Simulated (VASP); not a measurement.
# FeCu (Fm-3m) in VASP: reference runs

Aim: a first look at FeCu with PBE, on the cell as given.

All numbers are computed with VASP 6.6.1; they aren't measurements. Logs are shortened: lines on timing, memory, paths and dates and some standing lists are left out, and cuts for length are marked.

## 1. The structure

It takes space group Fm-3m (No. 225, cubic). The conventional cell has a = 4.339 Å, b = 4.339 Å, c = 4.339 Å, α = 90.00°, β = 90.00°, γ = 90.00°. Around Fe (site symmetry m-3m) lie 6 Cu at 2.17 Å. Around Cu (site symmetry m-3m) lie 6 Fe at 2.17 Å.

The cell was built by a generator and needn't be a form met in nature.

## 2. Single point, PBE, collinear spin, ferromagnetic start

File INCAR:

```
  PREC = Accurate
  ENCUT = 520
  EDIFF = 1E-7
  ISMEAR = -1
  SIGMA = 0.05
  LREAL = F
  LASPH = T
  NELM = 150
  ALGO = Normal
  ISIF = 2
  LWAVE = F
  LCHARG = F
  ISPIN = 2
  MAGMOM = 3 0.6
  LORBIT = 11
  LMAXMIX = 4
  GGA = PE
  NBANDS = 20
```

File KPOINTS:

```
regular mesh
0
Gamma
  11 11 11
```

File POSCAR:

```
FeCu
1.0
    0.0000000000      2.1696575300      2.1696575300
    2.1696575300      0.0000000000      2.1696575300
    2.1696575300      2.1696575300      0.0000000000
Fe Cu
1 1
Direct
    0.5000000000      0.5000000000      0.5000000000
    0.0000000000      0.0000000000      0.0000000000
```

Potentials or basis: VASP PAW PBE potentials, release 64 (Fe, Cu).

Command:

```sh
$ cat potpaw_PBE.64/Fe/POTCAR potpaw_PBE.64/Cu/POTCAR > POTCAR
$ mpirun -np 1 vasp_std > vasp.out
```

OUTCAR:

```text
PREC = Accurate
   ENCUT = 520
   EDIFF = 1E-7
   ISMEAR = -1
   LREAL = F
   LASPH = T
   NELM = 150
   ISIF = 2
   ISPIN = 2
   LORBIT = 11
   GGA = PE

 ion  position               nearest neighbor table
   1  0.500  0.500  0.500-   2 2.17   2 2.17   2 2.17   2 2.17   2 2.17   2 2.17
   2  0.000  0.000  0.000-   1 2.17   1 2.17   1 2.17   1 2.17   1 2.17   1 2.17

  LATTYP: Found a face centered cubic cell.
 ALAT       =     4.3393150600

  Lattice vectors:

 A1 = (   0.0000000000,   2.1696575300,   2.1696575300)
 A2 = (   2.1696575300,   0.0000000000,   2.1696575300)
 A3 = (   2.1696575300,   2.1696575300,   0.0000000000)

Analysis of symmetry for initial positions (statically):
=====================================================================
 Subroutine PRICEL returns:
 Original cell was already a primitive cell.

 Routine SETGRP: Setting up the symmetry group for a
 face centered cubic supercell.

 Subroutine GETGRP returns: Found 48 space group operations
 (whereof 48 operations were pure point group operations)
 out of a pool of 48 trial point group operations.

The static configuration has the point symmetry O_h .

Analysis of symmetry for dynamics (positions and initial velocities):
=====================================================================
 Subroutine PRICEL returns:
 Original cell was already a primitive cell.

 Routine SETGRP: Setting up the symmetry group for a
 face centered cubic supercell.

 Subroutine GETGRP returns: Found 48 space group operations
 (whereof 48 operations were pure point group operations)
 out of a pool of 48 trial point group operations.

The dynamic configuration has the point symmetry O_h .

Analysis of structural, dynamic, and magnetic symmetry:
=====================================================================
 Subroutine PRICEL returns:
 Original cell was already a primitive cell.

 Routine SETGRP: Setting up the symmetry group for a
 face centered cubic supercell.

 Subroutine GETGRP returns: Found 48 space group operations
 (whereof 48 operations were pure point group operations)
 out of a pool of 48 trial point group operations.

The overall configuration has the point symmetry O_h .

 Subroutine INISYM returns: Found 48 space group operations
 (whereof 48 operations are pure point group operations),
 and found     1 'primitive' translations

----------------------------------------------------------------------------------------

                                     Primitive cell

  volume of cell :      20.4270

  direct lattice vectors                    reciprocal lattice vectors
     0.000000000  2.169657530  2.169657530    -0.230451116  0.230451116  0.230451116
     2.169657530  0.000000000  2.169657530     0.230451116 -0.230451116  0.230451116
     2.169657530  2.169657530  0.000000000     0.230451116  0.230451116 -0.230451116

  length of vectors
     3.068359105  3.068359105  3.068359105     0.399153042  0.399153042  0.399153042

  position of ions in fractional coordinates (direct lattice)
     0.500000000  0.500000000  0.500000000
     0.000000000  0.000000000  0.000000000

  ion indices of the primitive-cell ions
   primitive index   ion index
                 1           1
                 2           2

----------------------------------------------------------------------------------------

 KPOINTS: regular mesh

Automatic generation of k-mesh.
 Grid dimensions read from file:
 generate k-points for:   11   11   11

 Generating k-lattice:

  Cartesian coordinates                     Fractional coordinates (reciprocal lattice)
    -0.020950101  0.020950101  0.020950101     0.090909091  0.000000000  0.000000000
     0.020950101 -0.020950101  0.020950101     0.000000000  0.090909091  0.000000000
     0.020950101  0.020950101 -0.020950101     0.000000000  0.000000000  0.090909091

  Length of vectors
     0.036286640  0.036286640  0.036286640

  Shift w.r.t. Gamma in fractional coordinates (k-lattice)
     0.000000000  0.000000000  0.000000000

 Subroutine IBZKPT returns following result:
 ===========================================

 Found     56 irreducible k-points:

 Following reciprocal coordinates:
            Coordinates               Weight
  0.000000  0.000000  0.000000      1.000000
  0.090909  0.000000  0.000000      8.000000
  0.181818  0.000000  0.000000      8.000000
  0.272727  0.000000  0.000000      8.000000
  0.363636  0.000000  0.000000      8.000000
  0.454545  0.000000  0.000000      8.000000
[... 16 lines left out ...]
 -0.272727  0.181818  0.000000     24.000000
 -0.181818  0.181818  0.000000     12.000000
 [... further k-points ...]
   k-points           NKPTS =     56   k-points in BZ     NKDIM =     56   number of bands    NBANDS=     20
   number of dos      NEDOS =    301   number of ions     NIONS =      2
   total plane-waves  NPLWV =  13824
   dimension x,y,z NGX =    24 NGY =   24 NGZ =   24
   dimension x,y,z NGXF=    48 NGYF=   48 NGZF=   48
   ions per type =               1   1
   NGX,Y,Z   is equivalent  to a cutoff of  13.00, 13.00, 13.00 a.u.
   NGXF,Y,Z  is equivalent  to a cutoff of  26.01, 26.01, 26.01 a.u.
 SYSTEM =  unknown system
   PREC   = accura    normal or accurate (medium, high low for compatibility)
   ISTART =      0    job   : 0-new  1-cont  2-samecut
   ICHARG =      2    charge: 1-file 2-atom 10-const
   ISPIN  =      2    spin polarized calculation?
   LNONCOLLINEAR =      F non collinear calculations
   LSORBIT =      F    spin-orbit coupling
   LASPH  =      T    aspherical Exc in radial PAW
   ENCUT  =  520.0 eV  38.22 Ry    6.18 a.u.   5.71  5.71  5.71*2*pi/ulx,y,z
   NELM   =    150;   NELMIN=  2; NELMDL= -5     # of ELM steps
   EDIFF  = 0.1E-06   stopping-criterion for ELM
   LREAL  =      F    real-space projection
   EDIFFG = 0.1E-05   stopping-criterion for IOM
   NSW    =      0    number of steps for IOM
   IBRION =     -1    ionic relax: 0-MD 1-quasi-New 2-CG
   NFREE  =      0    steps in history (QN), initial steepest desc. (CG)
   ISIF   =      2    stress and relaxation
   ISYM   =      2    0-nonsym 1-usesym 2-fastsym
   POTIM  = 0.5000    time-step for ionic-motion
   TEBEG  =    0.0;   TEEND  =   0.0 temperature during run
   PSTRESS=    0.0 pullay stress
   NELECT =      19.0000    total number of electrons
   NUPDOWN=      -1.0000    fix difference up-down
   EMIN   =  10.00;   EMAX   =-10.00  energy-range for DOS
   EFERMI =   0.00;   METHOD = LEGACY
   ISMEAR =    -1;   SIGMA  =   0.05  broadening in eV -4-tet -1-fermi 0-gaus
   EFERMI_NEDOS =   21; number of points for ismear=-14 and -15
   IALGO  =     38    algorithm
   IMIX   =      4    mixing-type and parameters
     AMIX     =   0.40;   BMIX     =  1.00
     AMIX_MAG =   1.60;   BMIX_MAG =  1.00
  volume/ion in A,a.u.               =      10.21        68.92
  Fermi-wavevector in a.u.,A,eV,Ry     =   1.598054  3.019885 34.746250  2.553777
  Thomas-Fermi vector in A             =   2.695564
   LORBIT       =     11    0 simple, 1 ext, 2 COOP (PROOUT), +10 PAW based schemes
   GGA     = PE    functional components
   LHFCALC =     F    Hartree Fock is set to
   AEXX    =    0.0000 exact exchange contribution
   IVDW    =     0    specifies the selected vdW correction
   LEPSILON=     F    determine dielectric tensor
   LRPA    =     F    only Hartree local field effects (RPA)
 spin polarized calculation
  energy-cutoff  :      520.00
  volume of cell :       20.43
 maximum number of plane-waves:       560
   NGX = 11   NGY = 11   NGZ = 11

 number of electron      19.0000006 magnetization       2.6801724

 Free energy of the ion-electron system (eV)
  ---------------------------------------------------
  ext. energy  EPLUGINS =         0.00000000
  ---------------------------------------------------
  free energy    TOTEN  =        -9.04181284 eV

  energy without entropy =       -9.02739748  energy(sigma->0) =       -9.03460516

 E-fermi :   8.6053     XC(G=0): -13.5696

 val. band max:        8.5787901351   @ k =   0.3636   0.1818   0.0909
 cond. band min:       8.6060739700   @ k =   0.2727   0.0000   0.0000
 fundamental gap:      0.0272838349
 Fermi energy:         8.6052690787

 spin component 1

 k-point     1 :       0.0000    0.0000    0.0000
  band No.  band energies     occupation
      1      -1.4298      1.00000
      2       2.7613      1.00000
      3       2.7613      1.00000
      4       3.0414      1.00000
      5       3.0414      1.00000
      6       3.0414      1.00000
[... 12 lines left out ...]
     19      30.2164      0.00000
     20      30.2164      0.00000
[... 507 lines left out ...]
 k-point    24 :      -0.1818    0.1818    0.0000
  band No.  band energies     occupation
      1       0.6827      1.00000
      2       2.9326      1.00000
      3       3.2756      1.00000
      4       3.7328      1.00000
      5       3.7358      1.00000
      6       4.1881      1.00000
[... 12 lines left out ...]
     19      31.5847      0.00000
     20      32.9803      0.00000

 [... further k-points ...]

 spin component 2

 k-point     1 :       0.0000    0.0000    0.0000
  band No.  band energies     occupation
      1      -1.2848      1.00000
      2       3.4130      1.00000
      3       3.4131      1.00000
      4       3.7906      1.00000
      5       3.7906      1.00000
      6       3.7908      1.00000
[... 12 lines left out ...]
     19      30.7615      0.00000
     20      30.7615      0.00000
[... 507 lines left out ...]
 k-point    24 :      -0.1818    0.1818    0.0000
  band No.  band energies     occupation
      1       0.8562      1.00000
      2       3.6072      1.00000
      3       3.8501      1.00000
      4       4.2474      1.00000
      5       4.3913      1.00000
      6       4.7796      1.00000
[... 12 lines left out ...]
     19      32.1391      0.00000
     20      33.3203      0.00000

 [... further k-points ...]

------------------------ aborting loop because EDIFF is reached ----------------------------------------

  FORCE on cell =-STRESS in cart. coord.  units (eV):
  Direction    XX          YY          ZZ          XY          YZ          ZX
  --------------------------------------------------------------------------------------
  -------------------------------------------------------------------------------------
  Total        9.7303237      9.7303237      9.7303237      0.0000000      0.0000000      0.0000000
  in kB      763.1928793    763.1928793    763.1928793      0.0000000      0.0000000      0.0000000
  external PRESSURE =     763.1928793 kB  Pullay stress =       0.0000000 kB

 VOLUME and BASIS-vectors are now :
 -----------------------------------------------------------------------------
  energy-cutoff  :      520.00
  volume of cell :       20.43
      direct lattice vectors                 reciprocal lattice vectors
     0.000000000  2.169657530  2.169657530    -0.230451116  0.230451116  0.230451116
     2.169657530  0.000000000  2.169657530     0.230451116 -0.230451116  0.230451116
     2.169657530  2.169657530  0.000000000     0.230451116  0.230451116 -0.230451116

 POSITION                                       TOTAL-FORCE (eV/Angst)
 -----------------------------------------------------------------------------------
      2.16966      2.16966      2.16966         0.000000      0.000000     -0.000000
      0.00000      0.00000      0.00000        -0.000000     -0.000000      0.000000
 -----------------------------------------------------------------------------------
    total drift:                                0.000000     -0.000000     -0.000000

  FREE ENERGIE OF THE ION-ELECTRON SYSTEM (eV)
  ---------------------------------------------------
  free  energy   TOTEN  =        -9.0418128371 eV

  energy  without entropy=       -9.0273974843  energy(sigma->0) =       -9.03460516

 total charge

# of ion       s       p       d       tot
------------------------------------------
    1        0.525   0.596   6.435   7.556
    2        0.678   0.621   9.199  10.499
--------------------------------------------------
tot          1.203   1.217  15.634  18.054

 magnetization (x)

# of ion       s       p       d       tot
------------------------------------------
    1        0.011  -0.010   2.464   2.465
    2       -0.032  -0.044   0.277   0.201
--------------------------------------------------
tot         -0.021  -0.054   2.740   2.666
```

Wall time 30 s (1 thread of Intel Xeon Platinum 8488C (Sapphire Rapids), shared host); peak memory 0.16 GiB.

What came out:

* Free energy: -9.0418 eV
* Pressure: 76.3 GPa
* Band gap on the k mesh: none (metal or under the smearing width)
* Net moment: 2.68 μB per cell
* Site moments: Fe +2.46; Cu +0.20 μB
* Valence electrons inside the program's atomic spheres: Fe 7.56; Cu 10.50

Levels at points of the mesh, in eV from the Fermi level:
Spin up:
| k point | band 8 | band 9 | band 10 | band 11 | band 12 | band 13 | band 14 | band 15 |
| --- | --- | --- | --- | --- | --- | --- | --- | --- |
| (0.00, 0.00, 0.00) | -1.28 | -1.28 | 0.10 | 0.10 | 13.34 | 13.34 | 13.34 | 13.48 |
Spin down:
| k point | band 5 | band 6 | band 7 | band 8 | band 9 | band 10 | band 11 | band 12 |
| --- | --- | --- | --- | --- | --- | --- | --- | --- |
| (0.00, 0.00, 0.00) | -4.81 | -4.81 | 0.86 | 0.86 | 0.86 | 1.65 | 1.65 | 13.28 |

Caveat: a pressure of tens of GPa on the cell as given is suspect, and the run, the potentials or the cell itself is likely at fault.
